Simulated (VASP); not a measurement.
# HfB2 with and without spin-orbit coupling

Aim: run bands, DOS and a relaxation of HfB2 twice, without and with spin-orbit coupling. All runs use PBE. Left out of this account: 1 further run (self-consistent run: a reference on another mesh). The start is a cell from a database of measured crystal structures.

Main program and level: VASP 6.6.1; PBE; plane waves and PAW (Hf_pv, B), in the first sound run; inputs show where later runs differ.

Report form: the programs' logs are mostly left out.

**1. Set-up**

It takes space group P6/mmm (No. 191, hexagonal). Conventional cell: a = 3.140 Å, b = 3.140 Å, c = 3.480 Å, α = 90.00°, β = 90.00°, γ = 120.00°. Hf has 12 B at 2.51 Å nearest. Nearest to B lie 3 B at 1.81 Å and 6 Hf at 2.51 Å. Farther neighbours are not listed.

As a file:

```cif
data_structure
_symmetry_space_group_name_H-M 'P 1'
_symmetry_Int_Tables_number 1
_cell_length_a 3.1400
_cell_length_b 3.1400
_cell_length_c 3.4800
_cell_angle_alpha 90.000
_cell_angle_beta 90.000
_cell_angle_gamma 120.000
_cell_volume 29.71
loop_
_atom_site_label
_atom_site_type_symbol
_atom_site_fract_x
_atom_site_fract_y
_atom_site_fract_z
_atom_site_occupancy
Hf1 Hf 0.00000 0.00000 0.00000 1
B2 B 0.33333 0.66667 0.50000 1
B3 B 0.66667 0.33333 0.50000 1
```

**2. Bands along the symmetry lines (PBE)**

Levels along the symmetry lines show where the bands peak and cross; KPOINTS_OPT computes them in the converged potential. PBE, the usual starting point, adds the gradient of the density.

The input, INCAR:

```
SYSTEM = HfB2
PREC = Accurate
ENCUT = 420
EDIFF = 1E-06
NELM = 100
ISMEAR = -1
SIGMA = 0.05
LREAL = .FALSE.
ALGO = Normal
GGA = PE
NBANDS = 21
LASPH = .TRUE.
LORBIT = 11
LWAVE = .FALSE.
LCHARG = .FALSE.
KPAR = 4
```

The input, POSCAR:

```
HfB2
1.0
    3.1400000000      0.0000000000      0.0000000000
   -1.5700000000      2.7193197679      0.0000000000
    0.0000000000      0.0000000000      3.4800000000
Hf B
1 2
Direct
    0.0000000000      0.0000000000      0.0000000000
    0.3333333333      0.6666666667      0.5000000000
    0.6666666667      0.3333333333      0.5000000000
```

The input, KPOINTS:

```
Automatic mesh
0
Gamma
10 10 8
0 0 0
```

The input, KPOINTS_OPT:

```
Line mode
16
Line-mode
Reciprocal
  0.00000000   0.00000000   0.00000000 GAMMA
  0.50000000   0.00000000   0.00000000 M

  0.50000000   0.00000000   0.00000000 M
  0.33333333   0.33333333   0.00000000 K

  0.33333333   0.33333333   0.00000000 K
  0.00000000   0.00000000   0.00000000 GAMMA

  0.00000000   0.00000000   0.00000000 GAMMA
  0.00000000   0.00000000   0.50000000 A

  0.00000000   0.00000000   0.50000000 A
  0.50000000   0.00000000   0.50000000 L

  0.50000000   0.00000000   0.50000000 L
  0.33333333   0.33333333   0.50000000 H

  0.33333333   0.33333333   0.50000000 H
  0.00000000   0.00000000   0.50000000 A

  0.50000000   0.00000000   0.50000000 L
  0.50000000   0.00000000   0.00000000 M

  0.33333333   0.33333333   0.00000000 K
  0.33333333   0.33333333   0.50000000 H
```

The projector-augmented-wave data sets are Hf_pv and B (PBE family, release 64).

Run with:

```bash
$ mpirun -np 4 vasp_std
```

Wall time 9.6 s (4 MPI ranks of Intel Xeon 6975P-C (Granite Rapids), shared host); peak memory 0.66 GiB.

Spin-orbit coupling is off here; with elements this heavy it splits and shifts levels by tenths of an eV or more. Harder data sets than Hf_pv exist (the GW ones), and pressures, volumes and forces can shift noticeably with them.

This step gave:

| Property | Result |
| --- | --- |
| SCF cycles | 13 |
| electrons | 16 |
| bands | 21 |
| irreducible k-points | 70 |
| symmetry operations | 24 |
| free energy (TOTEN) | -26.40 eV |
| energy at zero smearing | -26.40 eV |
| Fermi energy | 7.567 eV |
| pressure | 1.020 GPa |
| metallic | yes |

The electronic bands at the labelled points (eV, zero at the Fermi level; # counts the bands kept):

| point | #2 | #3 | #4 | #5 | #6 | #7 | #8 | #9 |
| --- | --- | --- | --- | --- | --- | --- | --- | --- |
| Γ | -2.90 | -2.79 | -2.79 | -2.68 | 4.13 | 4.13 | 4.76 | 4.76 |
| 0.53 of the way | -5.73 | -3.54 | -3.01 | -2.16 | 2.24 | 3.35 | 3.67 | 4.15 |
| M | -8.95 | -4.02 | -3.33 | -2.76 | 2.21 | 2.83 | 5.68 | 5.82 |
| 0.47 of the way | -8.79 | -5.32 | -3.69 | -0.82 | -0.30 | 3.63 | 5.16 | 5.96 |
| K | -8.19 | -7.64 | -2.49 | -2.49 | 1.83 | 1.83 | 3.55 | 9.50 |
| 0.47 of the way | -5.92 | -4.37 | -3.57 | -1.02 | 1.35 | 1.57 | 4.84 | 6.51 |
| Γ | -2.90 | -2.79 | -2.79 | -2.68 | 4.13 | 4.13 | 4.76 | 4.76 |
| 0.47 of the way | -5.82 | -2.26 | -2.26 | 0.05 | 1.64 | 1.64 | 3.22 | 3.22 |
| A | -8.27 | -1.09 | -1.09 | 0.42 | 0.42 | 1.10 | 1.10 | 2.34 |
| 0.47 of the way | -6.71 | -4.71 | -3.58 | -1.46 | 2.71 | 2.72 | 3.20 | 4.24 |
| L | -7.40 | -4.86 | -4.61 | -2.57 | 4.11 | 4.26 | 6.35 | 7.30 |
| 0.53 of the way | -7.96 | -5.20 | -3.89 | -2.78 | 4.47 | 5.61 | 6.65 | 6.68 |
| H | -9.03 | -5.39 | -3.06 | -3.06 | 4.56 | 5.50 | 7.03 | 7.03 |
| 0.53 of the way | -6.23 | -5.23 | -4.09 | -1.85 | 2.91 | 3.74 | 3.77 | 4.35 |
| A | -8.27 | -1.09 | -1.09 | 0.42 | 0.42 | 1.10 | 1.10 | 2.34 |
| jump to L | -7.40 | -4.86 | -4.61 | -2.57 | 4.11 | 4.26 | 6.35 | 7.30 |
| 0.47 of the way | -8.66 | -4.28 | -3.28 | -3.13 | 1.52 | 5.01 | 6.10 | 6.92 |
| M | -8.95 | -4.02 | -3.33 | -2.76 | 2.21 | 2.83 | 5.68 | 5.82 |
| jump to K | -8.19 | -7.64 | -2.49 | -2.49 | 1.83 | 1.83 | 3.55 | 9.50 |
| 0.47 of the way | -8.58 | -6.75 | -2.86 | -2.86 | 3.76 | 3.76 | 4.12 | 7.56 |
| H | -9.03 | -5.39 | -3.06 | -3.06 | 4.56 | 5.50 | 7.03 | 7.03 |

Of the projections kept (Hf, B), the largest for each band there; the rest of the weight can lie on other orbitals:

| point | #2 | #3 | #4 | #5 | #6 | #7 | #8 | #9 |
| --- | --- | --- | --- | --- | --- | --- | --- | --- |
| Γ | Hf 0.97 | B 0.62 | B 0.62 | B 0.66 | Hf 1.00 | Hf 1.00 | Hf 0.67 | Hf 0.67 |
| M | B 0.78 | Hf 0.57 | B 0.88 | Hf 0.87 | B 0.82 | Hf 1.00 | Hf 0.72 | Hf 0.94 |
| K | B 0.76 | B 0.64 | Hf 0.59 | Hf 0.59 | Hf 0.78 | Hf 0.78 | Hf 0.86 | Hf 0.61 |
| Γ | Hf 0.97 | B 0.62 | B 0.62 | B 0.66 | Hf 1.00 | Hf 1.00 | Hf 0.67 | Hf 0.67 |
| A | Hf 0.60 | B 1.00 | B 1.00 | Hf 0.76 | Hf 0.76 | Hf 1.00 | Hf 1.00 | Hf 0.87 |
| L | B 0.79 | B 0.69 | Hf 0.74 | Hf 0.55 | B 0.72 | Hf 0.96 | Hf 1.00 | Hf 0.78 |

There is no gap at this level.

**3. Band structure (PBE + SOC)**

This step: PBE, spin-orbit coupling; plane waves and PAW (Hf_pv, B) (VASP 6.6.1).

Levels along the symmetry lines show where the bands peak and cross; KPOINTS_OPT computes them in the converged potential. Spin-orbit coupling needs spinors and the noncollinear program, where each band holds one electron.

INCAR, as its differences from that of step 2:

```diff
@@ -10,4 +10,9 @@
 GGA = PE
-NBANDS = 21
+LNONCOLLINEAR = .TRUE.
+MAGMOM = 0 0 0 0 0 0 0 0 0
+NBANDS = 28
+GGA_COMPAT = .FALSE.
 LASPH = .TRUE.
+LSORBIT = .TRUE.
+LMAXMIX = 4
 LORBIT = 11
```

POSCAR is that of step 2.

KPOINTS is that of step 2.

KPOINTS_OPT is that of step 2.

Run with:

```bash
$ mpirun -np 4 vasp_ncl
```

It took 36 s on 4 MPI ranks; peak memory 1.1 GiB.

This step gave:

```
bands                   : 28
free energy (TOTEN)     : -27.06 eV
energy at zero smearing : -27.06 eV
Fermi energy            : 7.563 eV
pressure                : 1.005 GPa
```

On-site spin-orbit energy by atom:

| atom | on-site spin-orbit energy (eV) |
| --- | --- |
| Hf1 | -1.31 |
| B2 | 0.00 |
| B3 | 0.00 |

Electronic bands along the path, in eV, zero at the Fermi level; # counts the bands kept:

| point | #7 | #8 | #9 | #10 | #11 | #12 | #13 | #14 |
| --- | --- | --- | --- | --- | --- | --- | --- | --- |
| Γ | -2.75 | -2.75 | -2.66 | -2.66 | 3.98 | 3.98 | 4.15 | 4.15 |
| 0.53 of the way | -3.00 | -3.00 | -2.16 | -2.16 | 2.23 | 2.23 | 3.32 | 3.32 |
| M | -3.32 | -3.32 | -2.77 | -2.77 | 2.21 | 2.21 | 2.82 | 2.82 |
| 0.47 of the way | -3.69 | -3.69 | -0.84 | -0.84 | -0.29 | -0.29 | 3.63 | 3.63 |
| K | -2.54 | -2.54 | -2.46 | -2.46 | 1.72 | 1.72 | 1.92 | 1.92 |
| 0.47 of the way | -3.57 | -3.57 | -1.03 | -1.03 | 1.34 | 1.34 | 1.58 | 1.58 |
| Γ | -2.75 | -2.75 | -2.66 | -2.66 | 3.98 | 3.98 | 4.15 | 4.15 |
| 0.47 of the way | -2.22 | -2.22 | 0.02 | 0.02 | 1.57 | 1.57 | 1.70 | 1.70 |
| A | -1.09 | -1.09 | 0.34 | 0.34 | 0.43 | 0.43 | 0.96 | 0.96 |
| 0.47 of the way | -3.58 | -3.58 | -1.46 | -1.46 | 2.61 | 2.61 | 2.78 | 2.78 |
| L | -4.60 | -4.60 | -2.53 | -2.53 | 4.12 | 4.12 | 4.23 | 4.23 |
| 0.53 of the way | -3.88 | -3.88 | -2.73 | -2.73 | 4.43 | 4.43 | 5.62 | 5.62 |
| H | -3.18 | -3.18 | -2.86 | -2.86 | 4.53 | 4.53 | 5.46 | 5.46 |
| 0.53 of the way | -4.09 | -4.09 | -1.85 | -1.85 | 2.88 | 2.88 | 3.66 | 3.66 |
| A | -1.09 | -1.09 | 0.34 | 0.34 | 0.43 | 0.43 | 0.96 | 0.96 |
| jump to L | -4.60 | -4.60 | -2.53 | -2.53 | 4.12 | 4.12 | 4.23 | 4.23 |
| 0.47 of the way | -3.33 | -3.33 | -3.06 | -3.06 | 1.52 | 1.52 | 4.99 | 4.99 |
| M | -3.32 | -3.32 | -2.77 | -2.77 | 2.21 | 2.21 | 2.82 | 2.82 |
| jump to K | -2.54 | -2.54 | -2.46 | -2.46 | 1.72 | 1.72 | 1.92 | 1.92 |
| 0.47 of the way | -2.95 | -2.95 | -2.73 | -2.73 | 3.65 | 3.65 | 3.80 | 3.80 |
| H | -3.18 | -3.18 | -2.86 | -2.86 | 4.53 | 4.53 | 5.46 | 5.46 |

Of the projections kept (Hf, B), the largest for each band there; the rest of the weight can lie on other orbitals:

| point | #7 | #8 | #9 | #10 | #11 | #12 | #13 | #14 |
| --- | --- | --- | --- | --- | --- | --- | --- | --- |
| Γ | B 0.63 | B 0.63 | B 0.66 | B 0.66 | Hf 1.00 | Hf 1.00 | Hf 0.93 | Hf 0.93 |
| M | B 0.88 | B 0.88 | Hf 0.87 | Hf 0.87 | B 0.81 | B 0.81 | Hf 1.00 | Hf 1.00 |
| K | Hf 0.59 | Hf 0.59 | Hf 0.58 | Hf 0.58 | Hf 0.79 | Hf 0.79 | Hf 0.77 | Hf 0.77 |
| Γ | B 0.63 | B 0.63 | B 0.66 | B 0.66 | Hf 1.00 | Hf 1.00 | Hf 0.93 | Hf 0.93 |
| A | B 1.00 | B 1.00 | Hf 0.77 | Hf 0.77 | Hf 0.79 | Hf 0.79 | Hf 0.98 | Hf 0.98 |
| L | Hf 0.74 | Hf 0.74 | Hf 0.55 | Hf 0.55 | B 0.72 | B 0.72 | Hf 0.96 | Hf 0.96 |

There is no gap at this level. Without the coupling there was no gap either. The run took 3.8 times the core time, with 28 spinor bands against 21.

Of the bands kept, 4 cross the Fermi level on this path (spinor bands, one electron each).

**4. Density of states (PBE)**

This step: PBE; plane waves and PAW (Hf_pv, B) (VASP 6.6.1).

Here the states are counted by energy and projected on the atoms.

The input, INCAR:

```
SYSTEM = HfB2
PREC = Accurate
ENCUT = 420
EDIFF = 1E-06
NELM = 100
ISMEAR = -5
SIGMA = 0.05
LREAL = .FALSE.
ALGO = Normal
GGA = PE
NBANDS = 21
LASPH = .TRUE.
LORBIT = 11
LWAVE = .FALSE.
LCHARG = .FALSE.
KPAR = 4
NEDOS = 2001
```

POSCAR is that of step 3.

KPOINTS is that of step 3.

Run with:

```bash
$ mpirun -np 4 vasp_std
```

It took 6 s on 4 MPI ranks; peak memory 0.59 GiB; 21 s of CPU time.

With tetrahedra the forces and stress of a metal are not exact derivatives of the energy.

This step gave:

```
SCF cycles             : 14
bands                  : 21
free energy (TOTEN)    : -26.39 eV
Fermi energy           : 7.840 eV
pressure               : 1.001 GPa
DOS at the Fermi level : 0.1905 states/eV/cell
```

The density of states has structure finer than the step of the table below, so its rows give means over 0.5 eV, whole bins alone (the curve runs from -12.0 to 7.02 eV). Peaks (eV: height): total -3.84: 3.00, -3.07: 1.95, 4.80: 2.04, 6.42: 2.37; Hf d -3.84: 0.615, -3.07: 0.482, 4.80: 1.15, 6.42: 1.05; B p -5.38: 0.503, -3.84: 1.09, -3.07: 0.582, 6.42: 0.426; Hf p -11.45: 0.0572, -5.46: 0.100, -3.92: 0.323, -3.07: 0.283; B s -10.42: 0.382, -9.22: 0.116, -8.20: 0.205.

States under -12.0 eV and over 7.0 eV are left out. Table of density of states by energy, zero at the Fermi level; means over each step; values in states/eV/cell:

| energy (eV) | total | Hf d | B p | Hf p | B s | Hf s |
| --- | --- | --- | --- | --- | --- | --- |
| -11.5 | 0.601 | 0.0204 | 0.0301 | 0.0528 | 0.266 | 0.0307 |
| -11.0 | 0.686 | 0.0438 | 0.0495 | 0.0494 | 0.291 | 0.0254 |
| -10.5 | 0.835 | 0.0823 | 0.0770 | 0.0401 | 0.338 | 0.0223 |
| -10.0 | 0.641 | 0.0620 | 0.0762 | 0.0305 | 0.241 | 0.0190 |
| -9.5 | 0.253 | 0.0205 | 0.0332 | 0.0163 | 0.0940 | 0.00648 |
| -9.0 | 0.223 | 0.0153 | 0.0387 | 0.0173 | 0.0724 | 0.00674 |
| -8.5 | 0.634 | 0.0590 | 0.129 | 0.0379 | 0.185 | 0.0155 |
| -8.0 | 0.726 | 0.0661 | 0.165 | 0.0449 | 0.187 | 0.0235 |
| -7.5 | 0.603 | 0.0592 | 0.152 | 0.0335 | 0.124 | 0.0304 |
| -7.0 | 0.655 | 0.0697 | 0.178 | 0.0347 | 0.0999 | 0.0452 |
| -6.5 | 0.751 | 0.0826 | 0.220 | 0.0425 | 0.0782 | 0.0626 |
| -6.0 | 0.684 | 0.0801 | 0.245 | 0.0447 | 0.0504 | 0.0337 |
| -5.5 | 1.15 | 0.142 | 0.440 | 0.0842 | 0.0567 | 0.0519 |
| -5.0 | 1.07 | 0.159 | 0.412 | 0.0642 | 0.0507 | 0.0337 |
| -4.5 | 1.46 | 0.254 | 0.533 | 0.121 | 0.0426 | 0.0378 |
| -4.0 | 2.14 | 0.418 | 0.773 | 0.229 | 0.0224 | 0.0280 |
| -3.5 | 1.43 | 0.293 | 0.533 | 0.143 | 0.0117 | 0.00724 |
| -3.0 | 1.50 | 0.402 | 0.436 | 0.190 | 0.00627 | 0.00222 |
| -2.5 | 1.00 | 0.398 | 0.210 | 0.0508 | 0.00404 | 0.00384 |
| -2.0 | 0.872 | 0.392 | 0.150 | 0.0253 | 0.00260 | 0.00531 |
| -1.5 | 0.621 | 0.294 | 0.100 | 0.0130 | 0.00111 | 0.00315 |
| -1.0 | 0.293 | 0.146 | 0.0436 | 0.00507 | 4.8e-4 | 0.00101 |
| -0.5 | 0.141 | 0.0768 | 0.0171 | 0.00191 | 3.1e-4 | 1.8e-4 |
| 0.0 | 0.199 | 0.101 | 0.0316 | 0.00265 | 5.2e-4 | 7.5e-4 |
| 0.5 | 0.443 | 0.207 | 0.0827 | 0.00772 | 0.00232 | 0.00194 |
| 1.0 | 0.853 | 0.388 | 0.160 | 0.0196 | 0.0126 | 0.00463 |
| 1.5 | 1.14 | 0.491 | 0.210 | 0.0321 | 0.0340 | 0.0118 |
| 2.0 | 1.01 | 0.494 | 0.153 | 0.0234 | 0.0297 | 0.0103 |
| 2.5 | 1.08 | 0.586 | 0.141 | 0.0244 | 0.0300 | 0.00917 |
| 3.0 | 1.28 | 0.734 | 0.150 | 0.0319 | 0.0353 | 0.0128 |
| 3.5 | 1.27 | 0.710 | 0.152 | 0.0374 | 0.0446 | 0.0192 |
| 4.0 | 1.57 | 0.869 | 0.194 | 0.0511 | 0.0609 | 0.0365 |
| 4.5 | 1.82 | 1.01 | 0.211 | 0.0710 | 0.0882 | 0.0438 |
| 5.0 | 1.83 | 1.01 | 0.187 | 0.0680 | 0.113 | 0.0611 |
| 5.5 | 1.45 | 0.770 | 0.170 | 0.0479 | 0.0990 | 0.0511 |
| 6.0 | 1.50 | 0.690 | 0.251 | 0.0544 | 0.112 | 0.0580 |
| 6.5 | 2.02 | 0.877 | 0.371 | 0.0978 | 0.138 | 0.0990 |

Of the states within 0.3 eV of the Fermi level, the largest shares in the PAW spheres are Hf d 50 % and B p 16 %. The rest lies in smaller channels or between the spheres.

**5. Density of states (PBE + SOC)**

This step: PBE, spin-orbit coupling; plane waves and PAW (Hf_pv, B) (VASP 6.6.1).

INCAR, as its differences from that of step 4:

```diff
@@ -10,4 +10,9 @@
 GGA = PE
-NBANDS = 21
+LNONCOLLINEAR = .TRUE.
+MAGMOM = 0 0 0 0 0 0 0 0 0
+NBANDS = 28
+GGA_COMPAT = .FALSE.
 LASPH = .TRUE.
+LSORBIT = .TRUE.
+LMAXMIX = 4
 LORBIT = 11
```

POSCAR is that of step 4.

KPOINTS is that of step 4.

Run with:

```bash
$ mpirun -np 4 vasp_ncl
```

It took 21 s on 4 MPI ranks; peak memory 0.92 GiB.

Numbers from this step:

```
bands                  : 28
free energy (TOTEN)    : -27.06 eV
Fermi energy           : 7.814 eV
pressure               : 1.028 GPa
DOS at the Fermi level : 0.2422 states/eV/cell
```

On-site spin-orbit energy by atom:

| atom | on-site spin-orbit energy (eV) |
| --- | --- |
| Hf1 | -1.32 |
| B2 | 0.00 |
| B3 | 0.00 |

(Part 1 of 2 ends here.)

[Lines on the potential files, build, host, timing and source positions are cut from VASP's logs without a mark.]

[Logs are printed without paths, hosts, clocks, repeated set-up lines and the standing remarks that a program may print on its own settings, such as how far it seeks lower states.]

[Hosts, paths, dates, database ids (printed as entryN), source tags and the programs' standing remarks are cut or masked in the printed files.]

[A measured line is paired with the nearest computed mode of its activity, which favours agreement.]
